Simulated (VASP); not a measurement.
# TaAl3 (I4/mmm) in VASP: a series of runs, part 2 of 2

VASP 6.6.1. Earlier steps stand in the parts before.

**3. Single point, LDA (relaxed again under DFT LDA, scalar-relativistic, plane waves, PAW)**

INCAR

```
PREC = Accurate
ENCUT = 520
EDIFF = 1E-6
ISMEAR = 0
SIGMA = 0.1
LREAL = False
LASPH = True
NELM = 100
ALGO = Fast
ISIF = 2
LWAVE = False
LCHARG = False
GGA = CA
NBANDS = 18
```

KPOINTS

```
Automatic mesh
0
Gamma
  16 16 16
```

POSCAR

```
TaAl3
1.0
   -1.8980009528      1.8980009528      4.2199486962
    1.8980009528     -1.8980009528      4.2199486962
    1.8980009528      1.8980009528     -4.2199486962
Ta Al
1 3
Direct
    0.5000000000      0.5000000000      0.0000000000
    0.0000000000      0.0000000000      0.0000000000
    0.7500000000      0.2500000000      0.5000000000
    0.2500000000      0.7500000000      0.5000000000
```

Potentials or basis: VASP PAW LDA potentials, release 64 (Ta_pv, Al).

On the command line:

```console
> cat potpaw_LDA.64/Ta_pv/POTCAR potpaw_LDA.64/Al/POTCAR > POTCAR
> mpirun -np 1 vasp_std > vasp.out
```

OUTCAR:

```text
PREC = Accurate
   ENCUT = 520
   EDIFF = 1E-6
   ISMEAR = 0
   LREAL = False
   LASPH = True
   NELM = 100
   ISIF = 2
   GGA = CA

 ion  position               nearest neighbor table
   1  0.500  0.500  0.000-   2 2.68   2 2.68   2 2.68   2 2.68   4 2.84   3 2.84   4 2.84   3 2.84
                             4 2.84   4 2.84   3 2.84   3 2.84
   2  0.000  0.000  0.000-   1 2.68   1 2.68   1 2.68   1 2.68   4 2.84   3 2.84   4 2.84   4 2.84
                             3 2.84   3 2.84   4 2.84   3 2.84
   3  0.750  0.250  0.500-   4 2.68   4 2.68   4 2.68   4 2.68   2 2.84   1 2.84   2 2.84   2 2.84
                             1 2.84   1 2.84   2 2.84   1 2.84
   4  0.250  0.750  0.500-   3 2.68   3 2.68   3 2.68   3 2.68   2 2.84   1 2.84   2 2.84   1 2.84
                             2 2.84   2 2.84   1 2.84   1 2.84

  LATTYP: Found a body centered tetragonal cell.
 ALAT       =     3.7960019056
 C/A-ratio  =     2.2233648987

  Lattice vectors:

 A1 = (  -1.8980009528,   1.8980009528,   4.2199486962)
 A2 = (   1.8980009528,  -1.8980009528,   4.2199486962)
 A3 = (   1.8980009528,   1.8980009528,  -4.2199486962)

Analysis of symmetry for initial positions (statically):
=====================================================================
 Subroutine PRICEL returns:
 Original cell was already a primitive cell.

 Routine SETGRP: Setting up the symmetry group for a
 body centered tetragonal supercell.

 Subroutine GETGRP returns: Found 16 space group operations
 (whereof 16 operations were pure point group operations)
 out of a pool of 16 trial point group operations.

The static configuration has the point symmetry D_4h.

Analysis of symmetry for dynamics (positions and initial velocities):
=====================================================================
 Subroutine PRICEL returns:
 Original cell was already a primitive cell.

 Routine SETGRP: Setting up the symmetry group for a
 body centered tetragonal supercell.

 Subroutine GETGRP returns: Found 16 space group operations
 (whereof 16 operations were pure point group operations)
 out of a pool of 16 trial point group operations.

The dynamic configuration has the point symmetry D_4h.

 Subroutine INISYM returns: Found 16 space group operations
 (whereof 16 operations are pure point group operations),
 and found     1 'primitive' translations

----------------------------------------------------------------------------------------

                                     Primitive cell

  volume of cell :      60.8079

  direct lattice vectors                    reciprocal lattice vectors
    -1.898000953  1.898000953  4.219948696     0.000000000  0.263435063  0.118484853
     1.898000953 -1.898000953  4.219948696     0.263435063  0.000000000  0.118484853
     1.898000953  1.898000953 -4.219948696     0.263435063  0.263435063  0.000000000

  length of vectors
     5.001278060  5.001278060  5.001278060     0.288854103  0.288854103  0.372553438

  position of ions in fractional coordinates (direct lattice)
     0.500000000  0.500000000  0.000000000
     0.000000000  0.000000000  0.000000000
     0.750000000  0.250000000  0.500000000
     0.250000000  0.750000000  0.500000000

  ion indices of the primitive-cell ions
   primitive index   ion index
                 1           1
                 2           2
                 3           3
                 4           4

[... 26 lines left out ...]
 Following reciprocal coordinates:
            Coordinates               Weight
  0.000000  0.000000  0.000000      1.000000
  0.062500  0.000000  0.000000      8.000000
  0.125000  0.000000  0.000000      8.000000
  0.187500  0.000000  0.000000      8.000000
  0.250000  0.000000  0.000000      8.000000
  0.312500  0.000000  0.000000      8.000000
[... 16 lines left out ...]
 -0.125000  0.062500  0.000000     16.000000
 -0.062500  0.062500  0.000000      4.000000
 [... further k-points ...]
   k-points           NKPTS =    349   k-points in BZ     NKDIM =    349   number of bands    NBANDS=     18
   number of dos      NEDOS =    301   number of ions     NIONS =      4
   total plane-waves  NPLWV =  64000
   dimension x,y,z NGX =    40 NGY =   40 NGZ =   40
   dimension x,y,z NGXF=    80 NGYF=   80 NGZF=   80
   ions per type =               1   3
   NGX,Y,Z   is equivalent  to a cutoff of  13.30, 13.30, 13.30 a.u.
   NGXF,Y,Z  is equivalent  to a cutoff of  26.59, 26.59, 26.59 a.u.
 SYSTEM =  unknown system
   PREC   = accura    normal or accurate (medium, high low for compatibility)
   ISTART =      0    job   : 0-new  1-cont  2-samecut
   ICHARG =      2    charge: 1-file 2-atom 10-const
   ISPIN  =      1    spin polarized calculation?
   LNONCOLLINEAR =      F non collinear calculations
   LSORBIT =      F    spin-orbit coupling
   LASPH  =      T    aspherical Exc in radial PAW
   ENCUT  =  520.0 eV  38.22 Ry    6.18 a.u.   9.30  9.30  9.30*2*pi/ulx,y,z
   NELM   =    100;   NELMIN=  2; NELMDL= -5     # of ELM steps
   EDIFF  = 0.1E-05   stopping-criterion for ELM
   LREAL  =      F    real-space projection
   EDIFFG = 0.1E-04   stopping-criterion for IOM
   NSW    =      0    number of steps for IOM
   IBRION =     -1    ionic relax: 0-MD 1-quasi-New 2-CG
   NFREE  =      0    steps in history (QN), initial steepest desc. (CG)
   ISIF   =      2    stress and relaxation
   ISYM   =      2    0-nonsym 1-usesym 2-fastsym
   POTIM  = 0.5000    time-step for ionic-motion
   TEBEG  =    0.0;   TEEND  =   0.0 temperature during run
   PSTRESS=    0.0 pullay stress
   NELECT =      20.0000    total number of electrons
   NUPDOWN=      -1.0000    fix difference up-down
   EMIN   =  10.00;   EMAX   =-10.00  energy-range for DOS
   EFERMI =   0.00;   METHOD = LEGACY
   ISMEAR =     0;   SIGMA  =   0.10  broadening in eV -4-tet -1-fermi 0-gaus
   EFERMI_NEDOS =   21; number of points for ismear=-14 and -15
   IALGO  =     68    algorithm
   IMIX   =      4    mixing-type and parameters
     AMIX     =   0.40;   BMIX     =  1.00
     AMIX_MAG =   1.60;   BMIX_MAG =  1.00
  volume/ion in A,a.u.               =      15.20       102.59
  Fermi-wavevector in a.u.,A,eV,Ry     =   1.130051  2.135487 17.374857  1.277016
  Thomas-Fermi vector in A             =   2.266747
   LORBIT       =      0    0 simple, 1 ext, 2 COOP (PROOUT), +10 PAW based schemes
   GGA     = CA    functional components
   LHFCALC =     F    Hartree Fock is set to
   AEXX    =    0.0000 exact exchange contribution
   IVDW    =     0    specifies the selected vdW correction
   LEPSILON=     F    determine dielectric tensor
   LRPA    =     F    only Hartree local field effects (RPA)
 non-spin polarized calculation
 RMM-DIIS sequential band-by-band and
 Gauss-broadening in eV      SIGMA  =   0.10
  energy-cutoff  :      520.00
  volume of cell :       60.81
 maximum number of plane-waves:      1658
 NGX is ok and might be reduce to    40
   NGX = 19   NGY = 19   NGZ = 19

 number of electron      20.0000001 magnetization

 Free energy of the ion-electron system (eV)
  ---------------------------------------------------
  ext. energy  EPLUGINS =         0.00000000
  ---------------------------------------------------
  free energy    TOTEN  =       -26.74005142 eV

  energy without entropy =      -26.73688438  energy(sigma->0) =      -26.73846790

 E-fermi :   8.2285     XC(G=0): -11.4409

 val. band max:        8.2182403227   @ k =  -0.1875  -0.2500   0.1875
 cond. band min:       8.2336211013   @ k =  -0.3750   0.3750   0.3750
 fundamental gap:      0.0153807786
 Fermi energy:         8.2285012859

 k-point     1 :       0.0000    0.0000    0.0000
  band No.  band energies     occupation
      1     -25.7861      2.00000
      2     -25.7861      2.00000
      3     -25.5951      2.00000
      4      -2.8555      2.00000
      5       4.1368      2.00000
      6       5.2290      2.00000
[... 481 lines left out ...]
      5       4.2212      2.00000
      6       4.9851      2.00000
[... 10 lines left out ...]
     17      13.5764      0.00000
     18      14.7392      0.00000

 [... further k-points ...]
[... 5 lines left out ...]
  --------------------------------------------------------------------------------------
  -------------------------------------------------------------------------------------
  Total        0.1322238      0.1322238      0.1550405      0.0000000     -0.0000000      0.0000000
  in kB        3.4838567      3.4838567      4.0850340      0.0000000     -0.0000000      0.0000000
  external PRESSURE =       3.6842491 kB  Pullay stress =       0.0000000 kB

 VOLUME and BASIS-vectors are now :
 -----------------------------------------------------------------------------
  energy-cutoff  :      520.00
  volume of cell :       60.81
      direct lattice vectors                 reciprocal lattice vectors
    -1.898000953  1.898000953  4.219948696     0.000000000  0.263435063  0.118484853
     1.898000953 -1.898000953  4.219948696     0.263435063  0.000000000  0.118484853
     1.898000953  1.898000953 -4.219948696     0.263435063  0.263435063  0.000000000

 POSITION                                       TOTAL-FORCE (eV/Angst)
 -----------------------------------------------------------------------------------
      0.00000      0.00000      4.21995        -0.000000      0.000000      0.000000
      0.00000      0.00000      0.00000        -0.000000      0.000000      0.000000
      0.00000      1.89800      2.10997        -0.000000      0.000000      0.000000
      1.89800      0.00000      2.10997         0.000000     -0.000000     -0.000000
 -----------------------------------------------------------------------------------
    total drift:                               -0.000000     -0.000000      0.000000

  FREE ENERGIE OF THE ION-ELECTRON SYSTEM (eV)
  ---------------------------------------------------
  free  energy   TOTEN  =       -26.7400514244 eV

  energy  without entropy=      -26.7368843830  energy(sigma->0) =      -26.73846790
```

stdout:

```text
POSCAR found type information on POSCAR TaAl
 POSCAR found :  2 types and       4 ions
 scaLAPACK will be used
 LDA part: xc-table for (Slater(with rela. corr.)+CA(PZ))
 , standard interpolation
 POSCAR, INCAR and KPOINTS ok, starting setup
 FFT: planning ... GRIDC
 FFT: planning ... GRID_SOFT
 FFT: planning ... GRID
 WAVECAR not read
 entering main loop
WARNING in EDDRMM: call to ZHEGV failed, returncode =   8  4     18
WARNING in EDDRMM: call to ZHEGV failed, returncode =   6  3     18
```

Run time: 23 min. Hardware: 1 thread of AMD EPYC 7R43 (Zen 3), shared host; peak memory 0.42 GiB.

What came out:

| Property | Result |
| --- | --- |
| Free energy | -26.7401 eV |
| Pressure | 0.4 GPa |
| Band gap on the k mesh | none (metal or under the smearing width) |

The run has no spin-orbit coupling, so splittings on Ta are missing.
